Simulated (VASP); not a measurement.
# CdSi2 with PW91: from relaxation to properties, part 3 of 4

Wanted: the relaxed cell of CdSi2 and its properties. The cell is invented: it takes the structure of a Materials Project entry for Hf2Cd (space group 139 there), with some of its atoms replaced by other elements, volume scaled by an estimate. It may not be a known or stable phase.

VASP 6.6.1; PW91; plane waves and PAW (Cd, Si); invented cell.

So far. Step 2 (Rough relaxation of the start cell): It ends with a largest force of 0.032 eV/Å and a pressure of 0.17 GPa. Step 3 (Relaxing cell and atoms (PW91)): It ends with a largest force of 0.007 eV/Å and a pressure of -0.03 GPa. The relaxed cell has a = 2.999, c = 12.234 Å (conventional setting).

**4. Single point with fields (PW91)**

A single point on the relaxed cell gives a clean self-consistent state, with density, ELF and potential written out.

The input, INCAR:

```
SYSTEM = CdSi2
PREC = Accurate
ENCUT = 400
EDIFF = 1E-06
NELM = 100
ISMEAR = 0
SIGMA = 0.05
LREAL = .FALSE.
ALGO = Normal
GGA = 91
NBANDS = 16
LORBIT = 11
LWAVE = .FALSE.
LCHARG = .TRUE.
ISIF = 2
LELF = .TRUE.
LVHAR = .TRUE.
```

The input, POSCAR:

```
CdSi2
1.0
   -1.4994243871      1.4994243871      6.1172251587
    1.4994243871     -1.4994243871      6.1172251587
    1.4994243871      1.4994243871     -6.1172251587
Cd Si
1 2
Direct
    0.0000000000      0.0000000000      0.0000000000
    0.6840818474      0.6840818474      0.0000000000
    0.3159181526      0.3159181526      0.0000000000
```

The input, KPOINTS:

```
Automatic mesh
0
Gamma
10 10 10
0 0 0
```

Potentials, in the order of the species: Cd and Si (PBE family, release 64).

The run is started by

```bash
$ mpirun -np 1 vasp_std
```

Output:

```text
[... set-up lines as in an earlier step ...]
 entering main loop
       N       E                     dE             d eps       ncg     rms          rms(c)
DAV:   1     0.747687239624E+02    0.74769E+02   -0.83588E+03  3408   0.914E+02
DAV:   2    -0.836910912588E+01   -0.83138E+02   -0.80143E+02  4000   0.225E+02
DAV:   3    -0.106130530022E+02   -0.22439E+01   -0.22355E+01  4072   0.369E+01
DAV:   4    -0.106213473329E+02   -0.82943E-02   -0.82937E-02  3976   0.235E+00
DAV:   5    -0.106214075583E+02   -0.60225E-04   -0.60226E-04  4168   0.189E-01    0.460E+00
DAV:   6    -0.100467217584E+02    0.57469E+00   -0.23787E+00  3832   0.166E+01    0.472E+00
DAV:   7    -0.100391958666E+02    0.75259E-02   -0.10880E-01  3496   0.286E+00    0.267E+00
DAV:   8    -0.100313757010E+02    0.78202E-02   -0.19800E-02  3824   0.118E+00    0.212E-01
DAV:   9    -0.100308086052E+02    0.56710E-03   -0.29108E-03  3696   0.472E-01    0.111E-01
DAV:  10    -0.100307833061E+02    0.25299E-04   -0.30217E-04  4080   0.116E-01    0.337E-02
DAV:  11    -0.100307899856E+02   -0.66795E-05   -0.29951E-05  3840   0.359E-02    0.107E-02
DAV:  12    -0.100307889240E+02    0.10616E-05   -0.17376E-06  2928   0.895E-03    0.507E-03
DAV:  13    -0.100307883914E+02    0.53263E-06   -0.11379E-06  2120   0.121E-02
   1 F= -.10030788E+02 E0= -.10030218E+02  d E =-.114012E-02
```

It took 1.8 min on 1 MPI rank of Intel Xeon Platinum 8488C (Sapphire Rapids), shared host; peak memory 0.28 GiB.

Parts of OUTCAR (step 4):

```text
  LATTYP: Found a body centered tetragonal cell.
 ALAT       =     2.9988487742
 C/A-ratio  =     4.0797156638

The static configuration has the point symmetry D_4h.

 Found    102 irreducible k-points:

   k-points           NKPTS =    102   k-points in BZ     NKDIM =    102   number of bands    NBANDS=     16

   dimension x,y,z NGX =    42 NGY =   42 NGZ =   42
   dimension x,y,z NGXF=    84 NGYF=   84 NGZF=   84

   ENCUT  =  400.0 eV  29.40 Ry    5.42 a.u.  10.56 10.56 10.56*2*pi/ulx,y,z

   NELECT =      20.0000    total number of electrons

 E-fermi :   6.2650

 k-point     1 :       0.0000    0.0000    0.0000
  band No.  band energies     occupation
    ...
      4      -2.3283      2.00000
      5      -2.3283      2.00000
      6      -2.1003      2.00000
      7      -1.5193      2.00000
      8      -0.3429      2.00000
      9       8.1988      0.00000
     10       8.1988      0.00000
     11       9.8080      0.00000
     12      10.6603      0.00000
     13      10.6723      0.00000
    ...

 k-point     2 :       0.1000   -0.0000    0.0000
  band No.  band energies     occupation
    ...
      4      -2.5037      2.00000
      5      -2.3218      2.00000
      6      -2.1401      2.00000
      7      -1.3329      2.00000
      8      -0.0726      2.00000
      9       6.4099      0.00004
     10       8.3304      0.00000
     11       9.2465      0.00000
     12      10.6631      0.00000
     13      11.1160      0.00000
    ...

  Total        0.0083322      0.0083322      0.2430927      0.0000000      0.0000000     -0.0000000
  in kB        0.2426653      0.2426653      7.0797653      0.0000000      0.0000000     -0.0000000
  external PRESSURE =       2.5216986 kB  Pullay stress =       0.0000000 kB

 POSITION                                       TOTAL-FORCE (eV/Angst)
 -----------------------------------------------------------------------------------
      0.00000      0.00000      0.00000        -0.000000     -0.000000     -0.000000
      0.00000      0.00000      8.36937         0.000000      0.000000     -0.093025
      0.00000      0.00000      3.86508        -0.000000     -0.000000      0.093025
 -----------------------------------------------------------------------------------
    total drift:                                0.000000     -0.000000     -0.000000

  FREE ENERGIE OF THE ION-ELECTRON SYSTEM (eV)
  ---------------------------------------------------
  free  energy   TOTEN  =       -10.0307883914 eV

  energy  without entropy=      -10.0296482669  energy(sigma->0) =      -10.03021833

 total charge
# of ion       s       p       d       tot
------------------------------------------
    1        0.550   0.269   9.507  10.326
    2        0.872   0.670   0.000   1.542
    3        0.872   0.670   0.000   1.542
--------------------------------------------------
tot          2.295   1.608   9.507  13.410

[... 2 parts as in an earlier step ...]

[... 7 further parts left out ...]
```

Numbers from this step:

```
SCF cycles              : 13
irreducible k-points    : 102
free energy (TOTEN)     : -10.03 eV
energy at zero smearing : -10.03 eV
Fermi energy            : 6.265 eV
pressure                : 0.2522 GPa
```

Valence electrons inside each PAW sphere by angular momentum. Sphere charges, by row:

```tsv
atom	s (e)	p (e)	d (e)	tot (e)
Cd1	0.55	0.269	9.507	10.33
Si2	0.872	0.67	0	1.542
Si3	0.872	0.67	0	1.542
```

Force by atom:

```tsv
atom	x (eV/Å)	y (eV/Å)	z (eV/Å)	size
Cd1	0.0000	0.0000	0.0000	0.0000
Si2	0.0000	0.0000	-0.0930	0.0930
Si3	0.0000	0.0000	0.0930	0.0930
```

Valence density in the ac plane of the conventional cell at fractional y = 0.000, with atoms of Cd and Si within 0.2 Å of it. It is the smooth field of the valence electrons, not physical close to the nuclei.

Values in e/Å³, 24 rows by 14 columns, each cell a mean:
```
 6.5  5.5  3.6  1.7  0.7  0.3  0.2  0.2  0.2  0.3  0.8  2.1  4.0  5.8
 1.2  1.1  0.7  0.4  0.2  0.2  0.1  0.1  0.1  0.2  0.3  0.5  0.8  1.1
 0.2  0.2  0.2  0.1  0.1  0.1  0.1  0.1  0.1  0.1  0.1  0.1  0.2  0.2
 0.1  0.1  0.1  0.1  0.1  0.2  0.2  0.2  0.2  0.1  0.1  0.1  0.1  0.1
 0.1  0.1  0.1  0.2  0.2  0.2  0.2  0.2  0.2  0.2  0.2  0.2  0.1  0.1
 0.3  0.3  0.3  0.3  0.2  0.2  0.2  0.2  0.2  0.2  0.2  0.3  0.3  0.3
 0.2  0.3  0.4  0.4  0.3  0.3  0.2  0.2  0.2  0.3  0.3  0.4  0.3  0.3
-0.1  0.0  0.2  0.4  0.3  0.3  0.2  0.2  0.2  0.3  0.4  0.3  0.2  0.0
 0.3  0.3  0.4  0.3  0.3  0.2  0.2  0.2  0.2  0.2  0.3  0.4  0.4  0.3
 0.3  0.3  0.2  0.2  0.2  0.1  0.1  0.1  0.1  0.2  0.2  0.2  0.3  0.3
 0.1  0.1  0.1  0.1  0.1  0.1  0.1  0.1  0.1  0.1  0.1  0.1  0.1  0.1
 0.1  0.1  0.1  0.1  0.1  0.1  0.2  0.2  0.2  0.1  0.1  0.1  0.1  0.1
 0.1  0.1  0.1  0.1  0.1  0.1  0.2  0.2  0.2  0.1  0.1  0.1  0.1  0.1
 0.2  0.2  0.1  0.1  0.1  0.1  0.1  0.1  0.1  0.1  0.1  0.1  0.1  0.2
 0.3  0.3  0.3  0.3  0.2  0.2  0.1  0.1  0.1  0.2  0.2  0.3  0.3  0.3
 0.2  0.2  0.3  0.4  0.3  0.2  0.2  0.2  0.2  0.3  0.3  0.4  0.3  0.2
-0.1  0.1  0.3  0.4  0.3  0.3  0.2  0.2  0.2  0.3  0.4  0.4  0.2  0.0
 0.3  0.4  0.4  0.4  0.3  0.3  0.2  0.2  0.2  0.3  0.3  0.4  0.4  0.3
 0.2  0.2  0.2  0.2  0.2  0.2  0.2  0.2  0.2  0.2  0.2  0.2  0.2  0.2
 0.1  0.1  0.1  0.1  0.2  0.2  0.2  0.2  0.2  0.2  0.2  0.1  0.1  0.1
 0.1  0.1  0.1  0.1  0.1  0.1  0.2  0.2  0.1  0.1  0.1  0.1  0.1  0.1
 0.3  0.3  0.2  0.2  0.1  0.1  0.1  0.1  0.1  0.1  0.2  0.2  0.2  0.3
 2.5  2.1  1.4  0.7  0.3  0.2  0.2  0.1  0.2  0.2  0.4  0.9  1.5  2.2
 8.3  6.9  4.6  2.2  0.8  0.4  0.2  0.2  0.2  0.4  1.1  2.7  5.0  7.3
```
Columns run along a (3.0 Å), rows up along c (12.2 Å), edges of the conventional cell, whose origin can differ from the input's. Atoms in or near the plane, at fractional coordinates: Cd at (0.00, 0.00), Si at (0.00, 0.68), Si at (0.00, 0.32).

ELF in the ac plane of the conventional cell at fractional y = 0.000, with atoms of Cd and Si within 0.2 Å of it. It is the smooth field of the valence electrons, not physical close to the nuclei.

Values, 24 rows by 14 columns, each cell a mean:
```
0.05 0.05 0.12 0.23 0.26 0.21 0.20 0.20 0.20 0.22 0.27 0.21 0.10 0.05
0.23 0.23 0.24 0.23 0.20 0.20 0.22 0.22 0.21 0.20 0.21 0.23 0.24 0.23
0.17 0.17 0.17 0.18 0.21 0.24 0.27 0.28 0.26 0.23 0.20 0.18 0.17 0.17
0.12 0.13 0.16 0.20 0.25 0.30 0.33 0.34 0.33 0.29 0.24 0.19 0.15 0.13
0.27 0.27 0.28 0.30 0.32 0.34 0.35 0.36 0.35 0.33 0.31 0.30 0.28 0.27
0.58 0.58 0.58 0.54 0.47 0.40 0.35 0.34 0.36 0.42 0.50 0.56 0.58 0.58
0.43 0.50 0.62 0.69 0.64 0.52 0.40 0.35 0.42 0.55 0.66 0.67 0.59 0.48
0.24 0.35 0.53 0.68 0.70 0.59 0.44 0.37 0.47 0.62 0.71 0.65 0.49 0.32
0.69 0.71 0.75 0.77 0.70 0.55 0.39 0.33 0.42 0.58 0.72 0.77 0.75 0.71
0.74 0.73 0.68 0.60 0.48 0.37 0.29 0.26 0.30 0.38 0.51 0.62 0.69 0.73
0.32 0.31 0.30 0.27 0.23 0.22 0.21 0.21 0.21 0.22 0.24 0.27 0.30 0.32
0.11 0.12 0.14 0.16 0.18 0.19 0.20 0.20 0.20 0.19 0.17 0.15 0.14 0.12
0.14 0.15 0.16 0.17 0.18 0.20 0.20 0.20 0.20 0.19 0.18 0.17 0.16 0.15
0.47 0.45 0.42 0.35 0.29 0.25 0.23 0.22 0.23 0.26 0.31 0.38 0.43 0.46
0.80 0.79 0.77 0.70 0.58 0.44 0.32 0.29 0.34 0.46 0.61 0.72 0.77 0.79
0.53 0.59 0.68 0.75 0.72 0.58 0.42 0.35 0.45 0.61 0.73 0.74 0.66 0.57
0.23 0.34 0.52 0.67 0.69 0.58 0.43 0.37 0.46 0.61 0.70 0.65 0.49 0.30
0.54 0.59 0.65 0.67 0.60 0.48 0.38 0.34 0.39 0.51 0.63 0.67 0.64 0.57
0.50 0.49 0.48 0.46 0.41 0.37 0.35 0.34 0.35 0.38 0.42 0.46 0.49 0.50
0.19 0.20 0.22 0.25 0.29 0.32 0.35 0.36 0.35 0.32 0.28 0.24 0.21 0.19
0.12 0.13 0.15 0.19 0.24 0.28 0.31 0.32 0.31 0.27 0.23 0.18 0.15 0.13
0.20 0.20 0.19 0.19 0.20 0.22 0.24 0.26 0.24 0.22 0.20 0.19 0.19 0.20
0.18 0.19 0.23 0.25 0.22 0.20 0.21 0.21 0.21 0.20 0.23 0.25 0.22 0.19
0.08 0.02 0.07 0.21 0.28 0.22 0.19 0.20 0.19 0.23 0.27 0.17 0.06 0.01
```
Columns run along a (3.0 Å), rows up along c (12.2 Å), edges of the conventional cell, whose origin can differ from the input's. Atoms in or near the plane, at fractional coordinates: Cd at (0.00, 0.00), Si at (0.00, 0.68), Si at (0.00, 0.32).

Electrostatic potential energy in the ac plane of the conventional cell at fractional y = 0.000, with atoms of Cd and Si within 0.2 Å of it. With pseudopotentials it is smooth inside the atoms' cores, unlike the true potential.

Ten even steps from '0' (-80 eV) to '9' (2 eV), each cell a mean:
```
77888999998877
88889999999888
99999999999999
99999999999999
99999999999999
88999999999988
12478999998642
00158999997400
23579999998753
99999999999999
99999999999999
99999999999999
99999999999999
99999999999999
78899999999988
01368999998631
00158999997410
45689999998764
99999999999999
99999999999999
99999999999999
99999999999999
88889999998888
77788999988877
```
Columns run along a (3.0 Å; values clipped at the 3rd and 97th percentile), rows up along c (12.2 Å), edges of the conventional cell, whose origin can differ from the input's. Atoms in or near the plane, at fractional coordinates: Cd at (0.00, 0.00), Si at (0.00, 0.68), Si at (0.00, 0.32).

In this run the pressure is 0.25 GPa, with stress components up to 0.71 GPa and forces up to 0.093 eV/Å, which can come from another mesh, basis or smearing than the relaxation's or from a relaxation that stopped early.

**5. Bands along the symmetry lines (PW91)**

The mesh alone shows little of the dispersion and can miss band extrema, so KPOINTS_OPT adds a path through the symmetry points after the self-consistent cycle.

The input, INCAR:

```
SYSTEM = CdSi2
PREC = Accurate
ENCUT = 400
EDIFF = 1E-06
NELM = 100
ISMEAR = 0
SIGMA = 0.05
LREAL = .FALSE.
ALGO = Normal
GGA = 91
NBANDS = 23
LORBIT = 11
LWAVE = .FALSE.
LCHARG = .FALSE.
```

POSCAR is that of step 4.

KPOINTS is that of step 4.

The input, KPOINTS_OPT:

```
Line mode
16
Line-mode
Reciprocal
  0.00000000   0.00000000   0.00000000 GAMMA
  0.00000000   0.00000000   0.50000000 X

  0.00000000   0.00000000   0.50000000 X
 -0.03004071   0.03004071   0.50000000 Y

 -0.03004071   0.03004071   0.50000000 Y
 -0.26502036   0.26502036   0.26502036 S

 -0.26502036   0.26502036   0.26502036 S
  0.00000000   0.00000000   0.00000000 GAMMA

  0.00000000   0.00000000   0.00000000 GAMMA
  0.50000000   0.50000000  -0.50000000 Z

  0.50000000   0.50000000  -0.50000000 Z
  0.26502036   0.73497964  -0.26502036 S1

  0.26502036   0.73497964  -0.26502036 S1
  0.00000000   0.50000000   0.00000000 N

  0.00000000   0.50000000   0.00000000 N
  0.25000000   0.25000000   0.25000000 P

  0.25000000   0.25000000   0.25000000 P
  0.50000000   0.50000000  -0.03004071 Y1

  0.50000000   0.50000000  -0.03004071 Y1
  0.50000000   0.50000000  -0.50000000 Z

  0.00000000   0.00000000   0.50000000 X
  0.25000000   0.25000000   0.25000000 P
```

The run is started by

```bash
$ mpirun -np 1 vasp_std
```

Output:

```text
[... set-up lines as in an earlier step ...]
 entering main loop
       N       E                     dE             d eps       ncg     rms          rms(c)
DAV:   1     0.817415917171E+02    0.81742E+02   -0.79434E+03  4924   0.638E+02
DAV:   2    -0.774187914910E+01   -0.89483E+02   -0.83697E+02  5609   0.172E+02
DAV:   3    -0.106112431875E+02   -0.28694E+01   -0.28560E+01  5885   0.309E+01
DAV:   4    -0.106213485538E+02   -0.10105E-01   -0.10104E-01  5288   0.198E+00
DAV:   5    -0.106214076838E+02   -0.59130E-04   -0.59129E-04  5914   0.149E-01    0.460E+00
DAV:   6    -0.100525798993E+02    0.56883E+00   -0.16659E+00  5336   0.115E+01    0.472E+00
DAV:   7    -0.100388026774E+02    0.13777E-01   -0.58079E-02  5378   0.168E+00    0.265E+00
DAV:   8    -0.100310517270E+02    0.77510E-02   -0.13150E-02  5658   0.711E-01    0.215E-01
DAV:   9    -0.100308150981E+02    0.23663E-03   -0.13056E-03  5567   0.221E-01    0.125E-01
DAV:  10    -0.100307836031E+02    0.31495E-04   -0.14323E-04  5673   0.714E-02    0.280E-02
DAV:  11    -0.100307894270E+02   -0.58239E-05   -0.25771E-05  5581   0.255E-02    0.112E-02
DAV:  12    -0.100307887549E+02    0.67212E-06   -0.97413E-07  3905   0.518E-03
   1 F= -.10030789E+02 E0= -.10030219E+02  d E =-.113984E-02
 Start KPOINTS_OPT (optional k-point list driver)
k-point batch [1-102\176]
       N       E                     dE             ncg
DAV:   1     0.843753221411E+04   -0.38865E+05     4940
DAV:   2    -0.878309867338E+03   -0.93158E+04     5649
DAV:   3    -0.118184026666E+04   -0.30353E+03     5701
DAV:   4    -0.118285586768E+04   -0.10156E+01     5183
DAV:   5    -0.118286152402E+04   -0.56563E-02     5718
DAV:   6    -0.118286156948E+04   -0.45458E-04     5219
DAV:   7    -0.118286156987E+04   -0.38969E-06     4678
k-point batch [103-176\176]
       N       E                     dE             ncg
DAV:   1     0.159599748906E+05   -0.45727E+05     3572
DAV:   2     0.934772859950E+04   -0.66122E+04     4125
DAV:   3     0.912994054705E+04   -0.21779E+03     3985
DAV:   4     0.912922161986E+04   -0.71893E+00     3894
DAV:   5     0.912921751531E+04   -0.41045E-02     4050
DAV:   6     0.912921748293E+04   -0.32388E-04     3859
DAV:   7     0.912921748266E+04   -0.26777E-06     3014
```

Elapsed: 4.4 min, on 1 MPI rank; peak memory 0.34 GiB.

OUTCAR, selected parts (step 5):

```text
   k-points           NKPTS =    102   k-points in BZ     NKDIM =    102   number of bands    NBANDS=     23

   NELECT =      20.0000    total number of electrons

 E-fermi :   6.2650

 k-point     1 :       0.0000    0.0000    0.0000
  band No.  band energies     occupation
    ...
      4      -2.3288      2.00000
      5      -2.3288      2.00000
      6      -2.1008      2.00000
      7      -1.5195      2.00000
      8      -0.3429      2.00000
      9       8.1990      0.00000
     10       8.1990      0.00000
     11       9.8078      0.00000
     12      10.6605      0.00000
     13      10.6725      0.00000
    ...

  Total        0.0155586      0.0155586      0.2486491      0.0000000     -0.0000000     -0.0000000
  in kB        0.4531246      0.4531246      7.2415887      0.0000000     -0.0000000     -0.0000000
  external PRESSURE =       2.7159459 kB  Pullay stress =       0.0000000 kB

 POSITION                                       TOTAL-FORCE (eV/Angst)
 -----------------------------------------------------------------------------------
      0.00000      0.00000      0.00000        -0.000000     -0.000000     -0.000000
      0.00000      0.00000      8.36937         0.000000      0.000000     -0.093044
      0.00000      0.00000      3.86508         0.000000      0.000000      0.093044
 -----------------------------------------------------------------------------------
    total drift:                                0.000000     -0.000000     -0.000000

  FREE ENERGIE OF THE ION-ELECTRON SYSTEM (eV)
  ---------------------------------------------------
  free  energy   TOTEN  =       -10.0307887549 eV

  energy  without entropy=      -10.0296489154  energy(sigma->0) =      -10.03021884

[... 8 parts as in an earlier step ...]

[... 8 further parts left out ...]
```

Spin-orbit coupling is off here; it would split degenerate levels.

Numbers from this step:

* SCF cycles: 12
* bands: 23
* pressure: 0.2716 GPa

Electronic bands along the path, in eV, zero at the Fermi level; # counts the bands kept in this run, so #1 is VASP's band 2:

```tsv
point	#6	#7	#8	#9	#10	#11	#12	#13
Γ	-7.78	-6.61	1.93	1.93	3.54	4.40	4.41	5.24
0.53 of the way	-5.26	-4.27	-2.80	-2.48	0.81	0.93	4.13	5.36
X	-4.74	-4.73	-4.38	-1.13	-0.03	0.22	0.77	1.64
0.53 of the way	-4.74	-4.72	-4.10	-1.31	0.15	0.23	0.78	1.66
Y	-4.74	-4.70	-3.71	-1.61	0.26	0.49	0.79	1.69
0.53 of the way	-7.32	-4.45	-2.19	-0.81	0.30	1.43	1.75	2.70
S	-8.04	-5.22	-2.80	-1.60	1.07	1.78	4.78	5.48
0.53 of the way	-6.48	-5.67	-3.34	0.25	2.76	4.84	5.34	6.01
Γ	-7.78	-6.61	1.93	1.93	3.54	4.40	4.41	5.24
0.53 of the way	-8.37	-4.84	0.56	1.84	1.84	4.42	5.07	6.19
Z	-8.37	-2.99	-1.65	1.77	1.77	4.44	5.10	6.72
0.47 of the way	-8.53	-3.02	-2.06	-0.76	2.26	2.46	4.05	5.50
S1	-8.04	-5.22	-2.80	-1.60	1.07	1.78	4.78	5.48
0.53 of the way	-7.94	-4.90	-3.44	-1.31	0.24	3.19	4.97	5.30
N	-7.85	-4.63	-3.87	-0.69	-0.54	4.42	5.12	5.13
0.47 of the way	-7.33	-3.57	-3.26	-0.19	0.15	0.79	0.96	4.35
P	-4.77	-4.57	-4.57	-0.47	-0.47	0.08	0.09	3.05
0.47 of the way	-4.76	-4.67	-4.19	-1.08	0.16	0.17	0.18	2.39
Y1	-4.74	-4.70	-3.71	-1.61	0.26	0.49	0.79	1.69
0.47 of the way	-7.18	-2.79	-2.69	-0.83	0.51	2.31	2.44	4.20
Z	-8.37	-2.99	-1.65	1.77	1.77	4.44	5.10	6.72
jump to X	-4.74	-4.73	-4.38	-1.13	-0.03	0.22	0.77	1.64
0.47 of the way	-4.76	-4.69	-4.43	-0.98	0.00	0.18	0.27	2.25
P	-4.77	-4.57	-4.57	-0.47	-0.47	0.08	0.09	3.05
```

Of the projections kept (Cd, Si), the largest for each band there, as a share of the weight inside these atoms' spheres; weight between the spheres isn't counted:

```tsv
point	#6	#7	#8	#9	#10	#11	#12	#13
Γ	Si 0.88	Cd 0.74	Si 0.98	Si 0.98	Si 0.64	-	Si 0.77	Si 0.88
X	Si 0.92	Si 0.95	Si 0.89	Si 0.55	Si 0.63	Si 0.93	Si 0.83	Cd 0.96
Y	Si 0.92	Si 0.95	Si 0.96	Si 0.52	Si 0.93	Si 0.67	Si 0.83	Cd 0.96
S	Si 0.53	Cd 0.53	Si 0.78	Cd 0.80	Si 0.63	Cd 0.56	Si 0.99	Si 1.00
Γ	Si 0.88	Cd 0.74	Si 0.98	Si 0.98	Si 0.64	-	Si 0.77	Si 0.88
Z	Cd 1.00	Si 0.74	Cd 0.54	Si 0.98	Si 0.98	Cd 1.00	Si 0.96	Si 0.94
```

Force by atom:

```tsv
atom	x (eV/Å)	y (eV/Å)	z (eV/Å)	size
Cd1	0.0000	0.0000	0.0000	0.0000
Si2	0.0000	0.0000	-0.0930	0.0930
Si3	0.0000	0.0000	0.0930	0.0930
```

There is no gap at this level.

(Continued in part 4 of 4.)

[Lines on the potential files, build, host, timing and source positions are cut from VASP's logs without a mark.]

[Logs are printed without paths, hosts, clocks, repeated set-up lines and the standing remarks that a program may print on its own settings, such as how far it seeks lower states.]

[Hosts, paths, dates, database ids (printed as entryN), source tags and the programs' standing remarks are cut or masked in the printed files.]

[A measured line is paired with the nearest computed mode of its activity, which favours agreement.]

[In band tables of VASP the shares of atoms and orbitals are scaled to a sum of 1 inside the atoms' spheres.]
